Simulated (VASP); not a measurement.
Level of theory: PBE GGA, VASP's PBE PAW potentials (set 64) (plane waves; VASP).

A VASP calculation is set up with these files.

### POSCAR
```
Ti
1
    1.4750000000    -2.5547750000     0.0000000000
    1.4750000000     2.5547750000     0.0000000000
    0.0000000000     0.0000000000     4.6800000000
Ti
2
Direct
  0.3333330000   0.6666670000   0.2500000000
  0.6666670000   0.3333330000   0.7500000000
```

### INCAR
```
# general
SYSTEM  = Ti
PREC    = Accurate
ENCUT   = 400
LREAL   = .FALSE.
LASPH   = .TRUE.

# electronic loop
EDIFF   = 1E-6
NELM    = 100
ALGO    = Normal
LMAXMIX = 4

# smearing
ISMEAR  = 1
SIGMA   = 0.1

# functional
GGA     = PE

# ions
ISIF    = 2

# output
LWAVE   = .FALSE.
LCHARG  = .FALSE.
```

### KPOINTS
```
Automatic mesh
0
Gamma
13 13 7
0 0 0
```

POTCAR, in this order: Ti_sv (PBE.64 set). Program: vasp_std.

The resulting files:

OSZICAR:
```
       N       E                     dE             d eps       ncg     rms          rms(c)
DAV:   1     0.225501920463E+03    0.22550E+03   -0.11995E+04  2688   0.159E+03
DAV:   2     0.921510370930E+01   -0.21629E+03   -0.21504E+03  2824   0.453E+02
DAV:   3    -0.167505285100E+02   -0.25966E+02   -0.25764E+02  5264   0.129E+02
DAV:   4    -0.177477825964E+02   -0.99725E+00   -0.99722E+00  2808   0.261E+01
DAV:   5    -0.177979308669E+02   -0.50148E-01   -0.50148E-01  4440   0.410E+00    0.117E+01
DAV:   6    -0.156583980456E+02    0.21395E+01   -0.81451E+00  3176   0.329E+01    0.292E+00
DAV:   7    -0.156392033249E+02    0.19195E-01   -0.79965E-01  4032   0.750E+00    0.201E+00
DAV:   8    -0.156610706188E+02   -0.21867E-01   -0.20392E-01  3160   0.607E+00    0.677E-01
DAV:   9    -0.156520000866E+02    0.90705E-02   -0.53809E-02  3240   0.257E+00    0.482E-02
DAV:  10    -0.156521386002E+02   -0.13851E-03   -0.18222E-03  4128   0.330E-01    0.735E-02
DAV:  11    -0.156521998748E+02   -0.61275E-04   -0.15531E-04  3200   0.107E-01    0.209E-02
DAV:  12    -0.156521900213E+02    0.98535E-05   -0.32818E-05  3856   0.392E-02    0.623E-03
DAV:  13    -0.156521899920E+02    0.29330E-07   -0.82252E-07  1968   0.122E-02
   1 F= -.15652190E+02 E0= -.15652184E+02  d E =-.186383E-04
```

**OUTCAR**
```
------------------------ aborting loop because EDIFF is reached ----------------------------------------
  FORCE on cell =-STRESS in cart. coord.  units (eV):
  Direction    XX          YY          ZZ          XY          YZ          ZX
  --------------------------------------------------------------------------------------
  Total       -0.5254740     -0.5254741     -0.5800141      0.0000000      0.0000000     -0.0000000
  in kB      -23.8693901    -23.8693912    -26.3468422      0.0000000      0.0000000     -0.0000000
  external PRESSURE =     -24.6952079 kB  Pullay stress =       0.0000000 kB
  volume of cell :       35.27
      direct lattice vectors                 reciprocal lattice vectors
     1.475000000 -2.554775000  0.000000000     0.338983051 -0.195711951  0.000000000
     1.475000000  2.554775000  0.000000000     0.338983051  0.195711951  0.000000000
     0.000000000  0.000000000  4.680000000     0.000000000  0.000000000  0.213675214
 POSITION                                       TOTAL-FORCE (eV/Angst)
 -----------------------------------------------------------------------------------
      1.47500      0.85159      1.17000        -0.000000     -0.000000      0.000000
      1.47500     -0.85159      3.51000         0.000000      0.000000      0.000000
 -----------------------------------------------------------------------------------
    total drift:                                0.000185      0.001061     -0.000018
  FREE ENERGIE OF THE ION-ELECTRON SYSTEM (eV)
  ---------------------------------------------------
  free  energy   TOTEN  =       -15.6521899920 eV

  energy  without entropy=      -15.6521713537  energy(sigma->0) =      -15.65218378
```
(Selected blocks of OUTCAR.)

The compound is Ti in the hcp structure. The cell was not relaxed at this level.
